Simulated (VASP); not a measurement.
All values below come from PBE GGA + U (Dudarev), VASP's PBE PAW potentials (set 64) (plane waves; VASP).

A VASP calculation is set up with these files.

**KPOINTS**
```
Automatic mesh
0
Gamma
8 8 8
0 0 0
```

**INCAR**
```
ALGO = Normal
EDIFF = 1E-6
ENCUT = 520
GGA = PE
ISIF = 2
ISMEAR = 0
ISPIN = 2
LASPH = .TRUE.
LCHARG = .FALSE.
LDAU = .TRUE.
LDAUJ = 0 0
LDAUL = 2 -1
LDAUPRINT = 1
LDAUTYPE = 2
LDAUU = 4.0 0
LMAXMIX = 4
LORBIT = 10
LREAL = .FALSE.
LWAVE = .FALSE.
MAGMOM = 4.0 -4.0 0.0 0.0
NELM = 100
PREC = Accurate
SIGMA = 0.05
SYSTEM = FeO
```

### POSCAR
```
FeO
1
    4.3300000000     2.1650000000     2.1650000000
    2.1650000000     4.3300000000     2.1650000000
    2.1650000000     2.1650000000     4.3300000000
Fe O
2 2
Direct
  0.0000000000   0.0000000000   0.0000000000
  0.5000000000   0.5000000000   0.5000000000
  0.2500000000   0.2500000000   0.2500000000
  0.7500000000   0.7500000000   0.7500000000
```

POTCAR, in this order: Fe O (PBE.64 set). Program: vasp_std.

Output of the run:

File OUTCAR:
```
 ion  position               nearest neighbor table
   1  0.000  0.000  0.000-   4 2.17   4 2.17   4 2.17   3 2.17   3 2.17   3 2.17   2 3.06   2 3.06
                             2 3.06   2 3.06   2 3.06   2 3.06
   2  0.500  0.500  0.500-   3 2.17   3 2.17   3 2.17   4 2.17   4 2.17   4 2.17   1 3.06   1 3.06
                             1 3.06   1 3.06   1 3.06   1 3.06
   3  0.250  0.250  0.250-   1 2.17   1 2.17   1 2.17   2 2.17   2 2.17   2 2.17
   4  0.750  0.750  0.750-   2 2.17   2 2.17   2 2.17   1 2.17   1 2.17   1 2.17
  LATTYP: Found a trigonal (rhomboedric) cell.
 ALAT       =     5.3031452931
 COS(alpha) =     0.8333333333
 Subroutine PRICEL returns following result:
  LATTYP: Found a face centered cubic cell.
 ALAT       =     4.3300000000
 Subroutine GETGRP returns: Found 12 space group operations
The static configuration has the point symmetry D_3d.
The dynamic configuration has the point symmetry D_3d.
The overall configuration has the point symmetry D_3d.
 Subroutine INISYM returns: Found 12 space group operations
 Subroutine IBZKPT returns following result:
 Found     65 irreducible k-points:

 Following reciprocal coordinates:
            Coordinates               Weight
  0.000000  0.000000  0.000000      1.000000
  0.125000 -0.000000 -0.000000      6.000000
  0.250000 -0.000000 -0.000000      6.000000
  0.375000 -0.000000 -0.000000      6.000000
  0.500000 -0.000000 -0.000000      3.000000
  0.125000  0.125000  0.000000      6.000000
  0.250000  0.125000  0.000000     12.000000
  0.375000  0.125000  0.000000     12.000000
  0.500000  0.125000  0.000000     12.000000
 -0.375000  0.125000 -0.000000     12.000000
 -0.250000  0.125000  0.000000     12.000000
 -0.125000  0.125000  0.000000      6.000000
  0.250000  0.250000  0.000000      6.000000
  0.375000  0.250000  0.000000     12.000000
  0.500000  0.250000  0.000000     12.000000
 -0.375000  0.250000  0.000000     12.000000
 -0.250000  0.250000  0.000000      6.000000
...
```

### OSZICAR
```
       N       E                     dE             d eps       ncg     rms          rms(c)
DAV:   1     0.260352201097E+03    0.26035E+03   -0.14072E+04  4704   0.188E+03
DAV:   2     0.142927413387E+02   -0.24606E+03   -0.23888E+03  4688   0.399E+02
DAV:   3    -0.293387325151E+02   -0.43631E+02   -0.42252E+02  7244   0.176E+02
DAV:   4    -0.311205364213E+02   -0.17818E+01   -0.17467E+01  6468   0.372E+01
DAV:   5    -0.311604260362E+02   -0.39890E-01   -0.39446E-01  6598   0.479E+00    0.235E+01
DAV:   6    -0.262049917139E+02    0.49554E+01   -0.80070E+01  8072   0.128E+02    0.299E+01
DAV:   7    -0.257821302669E+02    0.42286E+00   -0.67010E+00  6518   0.560E+01    0.150E+01
DAV:   8    -0.258924142014E+02   -0.11028E+00   -0.22256E+00  7690   0.174E+01    0.942E+00
DAV:   9    -0.259420572314E+02   -0.49643E-01   -0.46861E-01  7568   0.720E+00    0.111E+00
DAV:  10    -0.259821742902E+02   -0.40117E-01   -0.10911E-01  7904   0.643E+00    0.461E-01
DAV:  11    -0.259925642957E+02   -0.10390E-01   -0.16412E-02  7040   0.191E+00    0.280E-01
DAV:  12    -0.259956595290E+02   -0.30952E-02   -0.33718E-03  7234   0.114E+00    0.154E-01
DAV:  13    -0.259970811723E+02   -0.14216E-02   -0.33624E-03  6958   0.587E-01    0.691E-02
DAV:  14    -0.259971126386E+02   -0.31466E-04   -0.21471E-04  6120   0.193E-01    0.348E-02
DAV:  15    -0.259971267988E+02   -0.14160E-04   -0.31886E-05  6424   0.630E-02    0.179E-02
DAV:  16    -0.259971380467E+02   -0.11248E-04   -0.19297E-05  7514   0.439E-02    0.580E-03
DAV:  17    -0.259971381408E+02   -0.94053E-07   -0.96234E-07  2858   0.137E-02
   1 F= -.25997138E+02 E0= -.25994619E+02  d E =-.503745E-02  mag=     0.0000
```

### OUTCAR
```
------------------------ aborting loop because EDIFF is reached ----------------------------------------
  FORCE on cell =-STRESS in cart. coord.  units (eV):
  Direction    XX          YY          ZZ          XY          YZ          ZX
  --------------------------------------------------------------------------------------
  Total        0.0530266      0.0530266      0.0530266      0.4680488      0.4680488      0.4680488
  in kB        2.0930076      2.0930076      2.0930076     18.4743008     18.4743008     18.4743008
  external PRESSURE =       2.0930076 kB  Pullay stress =       0.0000000 kB
  volume of cell :       40.59
      direct lattice vectors                 reciprocal lattice vectors
     4.330000000  2.165000000  2.165000000     0.346420323 -0.115473441 -0.115473441
     2.165000000  4.330000000  2.165000000    -0.115473441  0.346420323 -0.115473441
     2.165000000  2.165000000  4.330000000    -0.115473441 -0.115473441  0.346420323
 POSITION                                       TOTAL-FORCE (eV/Angst)
 -----------------------------------------------------------------------------------
      0.00000      0.00000      0.00000         0.000000     -0.000000     -0.000000
      4.33000      4.33000      4.33000        -0.000000     -0.000000     -0.000000
      2.16500      2.16500      2.16500         0.000000      0.000000      0.000000
      6.49500      6.49500      6.49500        -0.000000     -0.000000      0.000000
 -----------------------------------------------------------------------------------
    total drift:                                0.000000     -0.000000     -0.000000
  FREE ENERGIE OF THE ION-ELECTRON SYSTEM (eV)
  ---------------------------------------------------
  free  energy   TOTEN  =       -25.9971381408 eV

  energy  without entropy=      -25.9921006883  energy(sigma->0) =      -25.99461941

 total charge

# of ion       s       p       d       tot
------------------------------------------
    1        0.287   0.354   6.108   6.748
    2        0.287   0.354   6.108   6.748
    3        1.555   3.448   0.000   5.003
    4        1.555   3.448   0.000   5.003
--------------------------------------------------
tot          3.684   7.603  12.216  23.503

 magnetization (x)

# of ion       s       p       d       tot
------------------------------------------
    1        0.010   0.009   3.692   3.711
    2       -0.010  -0.009  -3.692  -3.711
    3        0.000   0.000   0.000   0.000
    4        0.000   0.000   0.000   0.000
--------------------------------------------------
tot          0.000   0.000  -0.000  -0.000
```
(Selected blocks of OUTCAR.)

The compound is FeO in the rock salt, AFM-II order structure. The cell was not relaxed at this level. The k-mesh is coarse (spacing up to 0.30 per Å, 2π included), so the numbers may not be converged in it. The run is one of a series of settings (LDAU = .TRUE., LDAUJ = 0 0, LDAUL = 2 -1, LDAUTYPE = 2, LDAUU = 4.0 0 against the base run), some of them coarse on purpose. A gapless solution with U can be a metastable orbital state.
